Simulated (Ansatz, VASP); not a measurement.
**Mg3SeO: VASP beside Ansatz**

Contents of INCAR:

```
PREC = Accurate
ENCUT = 600
EDIFF = 1E-6
ISMEAR = 0
SIGMA = 0.1
LREAL = F
LASPH = T
NELM = 80
ALGO = Normal
ISIF = 3
LWAVE = F
LCHARG = F
GGA = PE
IBRION = 2
NSW = 90
EDIFFG = -0.04
```

Contents of KPOINTS:

```
regular mesh
0
Gamma
  4 4 4
```

File POSCAR:

```
Mg3SeO
1.0
    4.3308430800      0.0000000000      0.0000000000
    0.0000000000      4.3308430800      0.0000000000
    0.0000000000      0.0000000000      4.3244883600
Mg Se O
3 1 1
Direct
    0.5000000000      0.0000000000      0.4853650000
    0.5000000000      0.5000000000      0.9850419800
    0.0000000000      0.5000000000      0.4853650000
    0.5000000000      0.5000000000      0.4850699900
    0.0000000000      0.0000000000      0.9967579800
```

Input for Ansatz:

```yaml
crystal:
  lattice:
    - [4.33084308, 0.0, 0.0]
    - [0.0, 4.33084308, 0.0]
    - [0.0, 0.0, 4.32448836]
  atoms:
    - { symbol: Mg, position: [0.5, 0.0, 0.485365] }
    - { symbol: Mg, position: [0.5, 0.5, 0.98504198] }
    - { symbol: Mg, position: [0.0, 0.5, 0.485365] }
    - { symbol: Se, position: [0.5, 0.5, 0.48506999] }
    - { symbol: O, position: [0.0, 0.0, 0.99675798] }
basis:
  ecutwfc: 420
kpoints:
  mp_grid: { grid: [4, 4, 4] }
hamiltonian:
  xc: pbe
scf:
  occupations: { method: gaussian, width: 0.1 }
  lower_state_search: "off"
output:
  forces: true
  stress: true
  eigenvalues: true
relax:
  adjacent_minimum: "off"
  f_tol: 0.04
  max_steps: 70
  cell: { stress_tol: 0.4 }
```

Change from the starting cell: species swapped into the KCrCl3 type (P4mm, No. 99).

Alike in both runs: task relaxation of cell and atoms; functional PBE; k mesh 4 × 4 × 4; occupations gaussian, width 0.1 eV; no spin polarisation.

```csv
,VASP,Ansatz
version,VASP 6.6.1,Ansatz 0.2.0
potentials or method,"VASP PAW PBE potentials, release 64 (Mg, Se, O)","scalar-relativistic, plane waves, PAW"
plane-wave cutoff (eV),600,420
valence electrons in the cell,18,52
```

|  | VASP | Ansatz | Ansatz less VASP |
| --- | --- | --- | --- |
| gap on the k mesh at the Fermi level, each at its own relaxed structure (eV) | none | none | - |
| relaxed volume (Å³/atom) | 22.24 | 23.38 | +1.137 |
| relaxed cell length with the largest relative difference (Å) | 6.530 | 6.905 | +0.3750 |
| energy change over the relaxation (meV/atom) | -1872 | -1940 | -67.3 |

A gap of «none» marks a metal or a gap that the smearing closes. One of these differences is far larger than is usual between the two programs; its cause wasn't traced. The two sets of potentials don't hold the same shells in valence.

Caveats: the k mesh is coarse (spacing up to 0.36 Å⁻¹), so the values aren't converged; the volume moved by over 15 % at a fixed basis, so the end points are rough (VASP).
